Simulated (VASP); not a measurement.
An input for Ansatz (written as the equivalent of a VASP run, and not itself run):

Ansatz 0.2 input:
```yaml
crystal:
  lattice:
    - [0.0000000, 2.8014542, 2.8014542]
    - [2.8014542, 0.0000000, 2.8014542]
    - [2.8014542, 2.8014542, 0.0000000]
  atoms:
    - { symbol: Na, position: [1.0000000, 1.0000000, 0.0000000] }
    - { symbol: I, position: [0.5000000, 0.5000000, 0.5000000] }
kpoints:
  mp_grid: { grid: [8, 8, 8] }
hamiltonian:
  xc: r2scan
  pseudopotentials: { kind: paw }
scf:
  occupations: { method: gaussian, width: 0.05 }
  max_iter: 100
relax:
  max_steps: 40
  f_tol: 0.01
  cell: { p_target: 20 }
output: { forces: true, stress: true, eigenvalues: true }
```

Problem. Write the VASP files for the same calculation (r2SCAN).

Solution. This is not unique; one that fits is 
### INCAR
```
ISIF  =  3   # ions, shape and volume
NELM  =  100
SIGMA  =  0.05   # width (eV)
IBRION  =  2   # conjugate gradients
LASPH  =  .TRUE.
ALGO  =  Normal
PSTRESS  =  200   # kbar
EDIFFG  =  -0.01   # ionic stop
LWAVE  =  .FALSE.
PREC  =  Accurate
LMAXMIX  =  4   # l cut-off of mixed one-centre charges
NSW  =  40
METAGGA  =  R2SCAN
LCHARG  =  .FALSE.
EDIFF  =  1E-7
LREAL  =  .FALSE.
ISMEAR  =  0   # Gaussian
SYSTEM  =  NaI
LMIXTAU  =  .TRUE.
ENCUT  =  480   # plane-wave cut-off (eV)
```

KPOINTS:
```
K-points
0
gamma
8 8 8
```

File POSCAR:
```
NaI
1.0
  0.0000000000   2.8014541834   2.8014541834
  2.8014541834   0.0000000000   2.8014541834
  2.8014541834   2.8014541834   0.0000000000
Na I
1 1
Cart
  2.8014541834   2.8014541834   5.6029083668
  2.8014541834   2.8014541834   2.8014541834
```

POTCAR, in this order: Na_pv I (PBE.64 set). Program: vasp_std.

What does not carry over: each code has its own PAW files, so the cut-off isn't converted (ENCUT is set for VASP's; basis.ecutwfc is left out, and Ansatz then takes the one that its files recommend); Ansatz stops its SCF on the density residual and VASP on the energy change (EDIFF).

The compound is NaI in the rock salt structure. It was relaxed first under an external pressure of 20 GPa.
